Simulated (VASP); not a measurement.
## Relaxed cell of Rhodium: a test of cutoff and mesh

Aim: test the relaxed volume of Rhodium against cutoff and mesh. The starting structure is a measured crystal structure from the Crystallography Open Database. The first relaxation on each setting starts from this cell expanded by 3 % in volume.

Calculated with VASP 6.6.1; Kohn-Sham DFT with plane waves and PAW; PBEsol.

## 1. The structure

Symmetry: Fm-3m, No. 225, cubic system. Conventional cell: a = 3.803 Å, b = 3.803 Å, c = 3.803 Å, α = 90.00°, β = 90.00°, γ = 90.00°. Nearest to Rh lie 12 Rh at 2.69 Å.

## 2. Reference relaxation

This run starts from the cell of an earlier relaxation, which isn't shown; the restart sets up the plane waves anew.

File INCAR:

```
SYSTEM = Rh
PREC = Accurate
ENCUT = 450
EDIFF = 1E-06
NELM = 100
ISMEAR = 1
SIGMA = 0.15
LREAL = .FALSE.
ALGO = Normal
GGA = PS
NBANDS = 13
LASPH = .TRUE.
LORBIT = 11
LWAVE = .FALSE.
LCHARG = .FALSE.
KPAR = 8
IBRION = 2
NSW = 50
ISIF = 3
EDIFFG = -0.006
```

File POSCAR:

```
Rh
1.0
    0.0000000000      1.8897953327      1.8897953327
    1.8897953327      0.0000000000      1.8897953327
    1.8897953327      1.8897953327      0.0000000000
Rh
1
Direct
    0.0000000000      0.0000000000      0.0000000000
```

File KPOINTS:

```
Automatic mesh
0
Gamma
20 20 20
0 0 0
```

Potentials, in the order of the species: Rh_pv (PBE family, release 64).

Run with:

```sh
$ mpirun -np 8 vasp_std
```

What it wrote:

```text
[banner, memory and clock lines left out]
running    8 mpi-ranks, on    1 nodes
 distrk:  each k-point on    1 cores,    8 groups
 distr:  one band on    1 cores,    1 groups

 POSCAR found type information on POSCAR Rh
 POSCAR found :  1 types and       1 ions
|                                                                             |
|           W    W    AA    RRRRR   N    N  II  N    N   GGGG   !!!           |
|           W    W   A  A   R    R  NN   N  II  NN   N  G    G  !!!           |
|           W    W  A    A  R    R  N N  N  II  N N  N  G       !!!           |
|           W WW W  AAAAAA  RRRRR   N  N N  II  N  N N  G  GGG   !            |
|           WW  WW  A    A  R   R   N   NN  II  N   NN  G    G                |
|           W    W  A    A  R    R  N    N  II  N    N   GGGG   !!!           |
|                                                                             |
|     For optimal performance we recommend to set                             |
|       NCORE = 2 up to number-of-cores-per-socket                            |
|     NCORE specifies how many cores store one orbital (NPAR=cpu/NCORE).      |
|     This setting can greatly improve the performance of VASP for DFT.       |
|     The default, NCORE=1 might be grossly inefficient on modern             |
|     multi-core architectures or massively parallel machines. Do your        |
|     Unfortunately you need to use the default for GW and RPA                |
|     calculations (for HF NCORE is supported but not extensively tested      |
|     yet).                                                                   |
|                                                                             |

|                                                                             |
|               ----> ADVICE to this user running VASP <----                  |
|                                                                             |
|     You enforced a specific xc type in the INCAR file but a different       |
|     [... a line on the potential file left out ...]
|     I HOPE YOU KNOW WHAT YOU ARE DOING!                                     |
|                                                                             |

 LDA part: xc-table for (Slater+PW92), standard interpolation
 POSCAR, INCAR and KPOINTS ok, starting setup
 FFT: planning ... GRIDC
 FFT: planning ... GRID_SOFT
 FFT: planning ... GRID
 WAVECAR not read
 entering main loop
       N       E                     dE             d eps       ncg     rms          rms(c)
DAV:   1     0.108931863337E+03    0.10893E+03   -0.82908E+03  6687   0.111E+03
DAV:   2    -0.737780555112E+01   -0.11631E+03   -0.11113E+03  7111   0.336E+02
DAV:   3    -0.876450449723E+01   -0.13867E+01   -0.13841E+01  7911   0.410E+01
DAV:   4    -0.877103687323E+01   -0.65324E-02   -0.65314E-02  7719   0.290E+00
DAV:   5    -0.877111509263E+01   -0.78219E-04   -0.78208E-04  8071   0.285E-01    0.115E+01
DAV:   6    -0.815933189684E+01    0.61178E+00   -0.10277E+00  7816   0.149E+01    0.381E+00
DAV:   7    -0.814336350868E+01    0.15968E-01   -0.10694E-01  8026   0.260E+00    0.154E+00
DAV:   8    -0.813881239039E+01    0.45511E-02   -0.10288E-02  7466   0.146E+00    0.137E-01
DAV:   9    -0.813839878584E+01    0.41360E-03   -0.95432E-04  8016   0.446E-01    0.207E-02
DAV:  10    -0.813840339290E+01   -0.46071E-05   -0.95312E-06  7774   0.391E-02    0.728E-03
DAV:  11    -0.813840333241E+01    0.60484E-07   -0.14852E-06  6843   0.149E-02
   1 F= -.81384033E+01 E0= -.81387182E+01  d E =-.813840E+01
 curvature:   0.00 expect dE= 0.000E+00 dE for cont linesearch  0.000E+00
 trial: gam= 0.00000 g(F)=  0.352E-63 g(S)=  0.363E-04 ort = 0.000E+00 (trialstep = 0.100E+01)
 search vector abs. value=  0.363E-04
 bond charge predicted
       N       E                     dE             d eps       ncg     rms          rms(c)
DAV:   1    -0.813996929288E+01   -0.15659E-02   -0.20974E-02  6856   0.217E+00    0.294E-01
DAV:   2    -0.813837578431E+01    0.15935E-02   -0.32460E-03  6871   0.797E-01    0.478E-02
DAV:   3    -0.813836525285E+01    0.10531E-04   -0.40686E-05  7571   0.793E-02    0.272E-02
DAV:   4    -0.813837276444E+01   -0.75116E-05   -0.11001E-05  7066   0.391E-02    0.210E-03
DAV:   5    -0.813837249326E+01    0.27118E-06   -0.21944E-07  4798   0.684E-03
   2 F= -.81383725E+01 E0= -.81386845E+01  d E =0.308392E-04
 trial-energy change:    0.000031  1 .order    0.000031   -0.000036    0.000097
 step:   0.2716(harm=  0.2716)  dis= 0.00000  next Energy=    -8.138408 (dE=-0.493E-05)
 bond charge predicted
       N       E                     dE             d eps       ncg     rms          rms(c)
DAV:   1    -0.813925835891E+01   -0.88559E-03   -0.11143E-02  6846   0.158E+00    0.212E-01
DAV:   2    -0.813841690657E+01    0.84145E-03   -0.17315E-03  6841   0.582E-01    0.355E-02
DAV:   3    -0.813840881914E+01    0.80874E-05   -0.20766E-05  7516   0.566E-02    0.200E-02
DAV:   4    -0.813840772451E+01    0.10946E-05   -0.57530E-06  6996   0.282E-02    0.147E-03
DAV:   5    -0.813840782513E+01   -0.10062E-06   -0.10618E-07  4223   0.474E-03
   3 F= -.81384078E+01 E0= -.81387219E+01  d E =-.449272E-05
 curvature:  -0.14 expect dE=-0.343E-07 dE for cont linesearch -0.343E-07
 trial: gam= 0.00000 g(F)=  0.103E-63 g(S)=  0.252E-06 ort =-0.303E-05 (trialstep = 0.854E+00)
 search vector abs. value=  0.252E-06
 reached required accuracy - stopping structural energy minimisation
```

The job ended after 8.2 s (8 MPI ranks of Intel Xeon 6975P-C (Granite Rapids), shared host; peak memory 1.1 GiB; 56 s of CPU time).

The logs omit lines about the potential files and the build; timing stands in the text.

OUTCAR, selected parts (step 2):

```text
ion  position               nearest neighbor table
   1  0.000  0.000  0.000-

  LATTYP: Found a face centered cubic cell.
 ALAT       =     3.7795906654

 Subroutine GETGRP returns: Found 48 space group operations
 (whereof 48 operations were pure point group operations)

The static configuration has the point symmetry O_h .

 Found    256 irreducible k-points:

   k-points           NKPTS =    256   k-points in BZ     NKDIM =    256   number of bands    NBANDS=     13

   dimension x,y,z NGX =    18 NGY =   18 NGZ =   18
   dimension x,y,z NGXF=    36 NGYF=   36 NGZF=   36

   ENCUT  =  450.0 eV  33.07 Ry    5.75 a.u.   4.62  4.62  4.62*2*pi/ulx,y,z

   NELECT =      15.0000    total number of electrons

 k-points in reciprocal lattice and weights: Automatic mesh
   0.00000000  0.00000000  0.00000000       0.000
   0.05000000  0.00000000  0.00000000       0.001
   0.10000000  0.00000000  0.00000000       0.001
   0.15000000  0.00000000  0.00000000       0.001
   0.20000000  0.00000000  0.00000000       0.001
   0.25000000  0.00000000  0.00000000       0.001
   0.30000000  0.00000000  0.00000000       0.001
   0.35000000  0.00000000  0.00000000       0.001
   0.40000000  0.00000000  0.00000000       0.001
[...]
-0.30000000  0.50000000  0.20000000       0.002
  -0.25000000  0.50000000  0.25000000       0.001

 average (electrostatic) potential at core
       1 -70.4337

 E-fermi :  12.1119

 k-point     1 :       0.0000    0.0000    0.0000
  band No.  band energies     occupation
    ...
      5       8.9195      2.00000
      6       8.9195      2.00000
      7       8.9195      2.00000
      8      11.0976      2.00000
      9      11.0976      2.00000
     10      28.0254      0.00000
     11      32.4268      0.00000
     12      33.5862      0.00000
     13      33.5862      0.00000

 k-point     2 :       0.0500    0.0000    0.0000
  band No.  band energies     occupation
    ...
      5       8.8721      2.00000
      6       8.9606      2.00000
      7       8.9606      2.00000
      8      11.0738      2.00000
      9      11.0738      2.00000
     10      28.1792      0.00000
     11      32.4242      0.00000
     12      33.0052      0.00000
     13      33.7394      0.00000

 k-point     3 :       0.1000    0.0000    0.0000
  band No.  band energies     occupation
    ...
      5       8.7489      2.00000
      6       9.0714      2.00000
      7       9.0714      2.00000
      8      11.0181      2.00000
      9      11.0181      2.00000
     10      28.6027      0.00000
     11      31.7334      0.00000
     12      32.4315      0.00000
     13      34.1871      0.00000

  Total        0.0013204      0.0013204      0.0013204     -0.0000000     -0.0000000      0.0000000
  in kB        0.1568197      0.1568197      0.1568197     -0.0000000     -0.0000000      0.0000000
  external PRESSURE =       0.1568197 kB  Pullay stress =       0.0000000 kB

  energy-cutoff  :      450.00
  volume of cell :       13.49
      direct lattice vectors                 reciprocal lattice vectors
     0.000000000  1.889403017  1.889403017    -0.264633853  0.264633853  0.264633853
     1.889403017 -0.000000000  1.889403017     0.264633853 -0.264633853  0.264633853
     1.889403017  1.889403017 -0.000000000     0.264633853  0.264633853 -0.264633853

 POSITION                                       TOTAL-FORCE (eV/Angst)
 -----------------------------------------------------------------------------------
      0.00000      0.00000      0.00000         0.000000      0.000000     -0.000000
 -----------------------------------------------------------------------------------
    total drift:                                0.000000      0.000000      0.000000

  FREE ENERGIE OF THE ION-ELECTRON SYSTEM (eV)
  ---------------------------------------------------
  free  energy   TOTEN  =        -8.1384078251 eV

  energy  without entropy=       -8.1393500535  energy(sigma->0) =       -8.13872190

 reached required accuracy - stopping structural energy minimisation

 total charge
# of ion       s       p       d       tot
------------------------------------------
    1        0.417   6.317   7.076  13.810

[... 3 further parts left out ...]
```

CONTCAR:

```
Rh
   1.00000000000000
     0.0000000000000000    1.8894030174984489    1.8894030174984489
     1.8894030174984489   -0.0000000000000000    1.8894030174984489
     1.8894030174984489    1.8894030174984489   -0.0000000000000000
  Rh
     1
Direct
     0.0000000000000000    0.0000000000000000    0.0000000000000000
```

This run has no spin polarisation. Its electron count is odd, so without a moment it is a metal by construction. The PAW data sets were made with PBE, which is usual practice but a small mismatch for other functionals. The run keeps the 48 symmetry operations of its start, so it cannot find a distortion of lower symmetry.

The reference relaxation ends at 13.490 Å³ an atom. Pressures at 0.985 and 1.015 times this volume, from two more relaxations that aren't shown, give a bulk modulus of 297.2 GPa.

## 3. Relaxation with a cutoff of 250 eV

Against step 2 the input has ENCUT = 250. This run starts from the cell of an earlier relaxation, which isn't shown; the restart sets up the plane waves anew.

Edit INCAR of step 2 so:

```diff
@@ -2,3 +2,3 @@
 PREC = Accurate
-ENCUT = 450
+ENCUT = 250
 EDIFF = 1E-06
```

File POSCAR:

```
Rh
1.0
    0.0000000000      1.8809115957      1.8809115957
    1.8809115957      0.0000000000      1.8809115957
    1.8809115957      1.8809115957      0.0000000000
Rh
1
Direct
    0.0000000000      0.0000000000      0.0000000000
```

KPOINTS is that of step 2.

Run with:

```sh
$ mpirun -np 8 vasp_std
```

What it wrote:

```text
[banner, memory and clock lines left out]
running    8 mpi-ranks, on    1 nodes
[...]
[... a notice as in an earlier step ...]

 [... a notice as in an earlier step ...]

 LDA part: xc-table for (Slater+PW92), standard interpolation
 POSCAR, INCAR and KPOINTS ok, starting setup
[...]
entering main loop
       N       E                     dE             d eps       ncg     rms          rms(c)
DAV:   1     0.648987828511E+02    0.64899E+02   -0.60369E+03  7027   0.734E+02
DAV:   2    -0.804222062178E+01   -0.72941E+02   -0.69878E+02  7316   0.247E+02
DAV:   3    -0.875309608366E+01   -0.71088E+00   -0.71027E+00  7711   0.270E+01
DAV:   4    -0.875551180176E+01   -0.24157E-02   -0.24153E-02  7821   0.154E+00
[...]
DAV:   9    -0.812787038692E+01    0.39120E-03   -0.89891E-04  8021   0.418E-01    0.170E-02
DAV:  10    -0.812787589256E+01   -0.55056E-05   -0.82743E-06  7667   0.343E-02    0.992E-03
DAV:  11    -0.812787555389E+01    0.33867E-06   -0.18430E-06  7433   0.175E-02
   1 F= -.81278756E+01 E0= -.81281724E+01  d E =-.812788E+01
[... from here on, the cycles between the ionic steps are left out ...]
   2 F= -.80791327E+01 E0= -.80793416E+01  d E =0.487428E-01
   3 F= -.81308242E+01 E0= -.81311051E+01  d E =-.294864E-02
   4 F= -.81308240E+01 E0= -.81311044E+01  d E =-.294847E-02
[...]
reached required accuracy - stopping structural energy minimisation
```

Wall time 6 s (8 MPI ranks); peak memory 0.93 GiB.

Parts of OUTCAR (step 3):

```text
  Total        0.0036645      0.0036645      0.0036645      0.0000000     -0.0000000      0.0000000
  in kB        0.4469029      0.4469029      0.4469029      0.0000000     -0.0000000      0.0000000
  external PRESSURE =       0.4469029 kB  Pullay stress =       0.0000000 kB

 POSITION                                       TOTAL-FORCE (eV/Angst)
 -----------------------------------------------------------------------------------
      3.74562      3.74562      3.74562         0.000000      0.000000      0.000000
 -----------------------------------------------------------------------------------
    total drift:                               -0.000000     -0.000000     -0.000000

  FREE ENERGIE OF THE ION-ELECTRON SYSTEM (eV)
  ---------------------------------------------------
  free  energy   TOTEN  =        -8.1308240210 eV

  energy  without entropy=       -8.1316652460  energy(sigma->0) =       -8.13110443

[... 2 parts as in an earlier step ...]

[... 2 further parts left out ...]
[key lines of the parts left out:]
E-fermi :  12.6203
```

With a cutoff of 250 eV the cell ends at 13.137 Å³ an atom, -2.61 % from the reference, and since the restart alone still moved it by -1.3 % it may not have settled; the bulk modulus is 319.3 GPa against 297.2 GPa.

## 4. Relaxation with an 11×11×11 mesh

Against step 2 the input has an 11×11×11 mesh. This run starts from the cell of an earlier relaxation, which isn't shown; the restart sets up the plane waves anew.

Edit INCAR of step 3 so:

```diff
@@ -2,3 +2,3 @@
 PREC = Accurate
-ENCUT = 250
+ENCUT = 450
 EDIFF = 1E-06
```

File POSCAR:

```
Rh
1.0
    0.0000000000      1.8907288305      1.8907288305
    1.8907288305      0.0000000000      1.8907288305
    1.8907288305      1.8907288305      0.0000000000
Rh
1
Direct
    0.0000000000      0.0000000000      0.0000000000
```

File KPOINTS:

```
Automatic mesh
0
Gamma
11 11 11
0 0 0
```

Run with:

```sh
$ mpirun -np 8 vasp_std
```

What it wrote:

```text
[... set-up lines as in an earlier step ...]
 entering main loop
       N       E                     dE             d eps       ncg     rms          rms(c)
DAV:   1     0.106661136718E+03    0.10666E+03   -0.83565E+03  1472   0.111E+03
DAV:   2    -0.743019566048E+01   -0.11409E+03   -0.10915E+03  1561   0.332E+02
DAV:   3    -0.874371339255E+01   -0.13135E+01   -0.13112E+01  1761   0.398E+01
DAV:   4    -0.874986068901E+01   -0.61473E-02   -0.61465E-02  1671   0.282E+00
[...]
DAV:  10    -0.812655760800E+01   -0.41232E-05   -0.59421E-06  1744   0.319E-02    0.936E-03
DAV:  11    -0.812655621538E+01    0.13926E-05   -0.30327E-07  1183   0.557E-03    0.680E-04
DAV:  12    -0.812655620089E+01    0.14494E-07   -0.83658E-09  1043   0.108E-03
   1 F= -.81265562E+01 E0= -.81254255E+01  d E =-.812656E+01
[...]
N       E                     dE             d eps       ncg     rms          rms(c)
DAV:   1    -0.812765726317E+01   -0.11010E-02   -0.14980E-02  1486   0.183E+00    0.247E-01
DAV:   2    -0.812654180131E+01    0.11155E-02   -0.22391E-03  1496   0.663E-01    0.412E-02
DAV:   3    -0.812653141743E+01    0.10384E-04   -0.35941E-05  1631   0.752E-02    0.227E-02
DAV:   4    -0.812653695833E+01   -0.55409E-05   -0.76795E-06  1576   0.328E-02    0.176E-03
DAV:   5    -0.812653676060E+01    0.19773E-06   -0.16197E-07   973   0.585E-03
   2 F= -.81265368E+01 E0= -.81254050E+01  d E =0.194403E-04
 trial-energy change:    0.000019  1 .order    0.000020   -0.000026    0.000066
 step:   0.2809(harm=  0.2809)  dis= 0.00000  next Energy=    -8.126560 (dE=-0.365E-05)
[...]
N       E                     dE             d eps       ncg     rms          rms(c)
DAV:   1    -0.812714197918E+01   -0.60502E-03   -0.77572E-03  1491   0.132E+00    0.176E-01
DAV:   2    -0.812656873196E+01    0.57325E-03   -0.11490E-03  1496   0.478E-01    0.300E-02
DAV:   3    -0.812656126387E+01    0.74681E-05   -0.17507E-05  1611   0.528E-02    0.165E-02
DAV:   4    -0.812655998095E+01    0.12829E-05   -0.38580E-06  1571   0.232E-02    0.118E-03
DAV:   5    -0.812656005780E+01   -0.76848E-07   -0.70982E-08   828   0.384E-03
   3 F= -.81265601E+01 E0= -.81254290E+01  d E =-.385691E-05
[...]
reached required accuracy - stopping structural energy minimisation
```

Run time: 4.6 s. Hardware: 8 MPI ranks; peak memory 0.94 GiB; 29 s of CPU time.

OUTCAR, selected parts (step 4):

```text
  Total        0.0006579      0.0006579      0.0006579      0.0000000     -0.0000000      0.0000000
  in kB        0.0780130      0.0780130      0.0780130      0.0000000     -0.0000000      0.0000000
  external PRESSURE =       0.0780130 kB  Pullay stress =       0.0000000 kB

 POSITION                                       TOTAL-FORCE (eV/Angst)
 -----------------------------------------------------------------------------------
      0.00000      0.00000      0.00000         0.000000      0.000000     -0.000000
 -----------------------------------------------------------------------------------
    total drift:                                0.000000     -0.000000     -0.000000

  FREE ENERGIE OF THE ION-ELECTRON SYSTEM (eV)
  ---------------------------------------------------
  free  energy   TOTEN  =        -8.1265600578 eV

  energy  without entropy=       -8.1231669830  energy(sigma->0) =       -8.12542903

[... 1 part as in an earlier step ...]

[... 3 further parts left out ...]
[key lines of the parts left out:]
E-fermi :  12.0799
```

With an 11×11×11 mesh the cell ends at 13.511 Å³ an atom, +0.16 % from the reference; the bulk modulus is 295.2 GPa against 297.2 GPa.

(Part 1 of 2 ends here.)

[Lines on the potential files, build, host, timing and source positions are cut from VASP's logs without a mark.]

[Logs are printed without paths, hosts, clocks, repeated set-up lines and the standing remarks that a program may print on its own settings, such as how far it seeks lower states.]

[Hosts, paths, dates, database ids (printed as entryN), source tags and the programs' standing remarks are cut or masked in the printed files.]
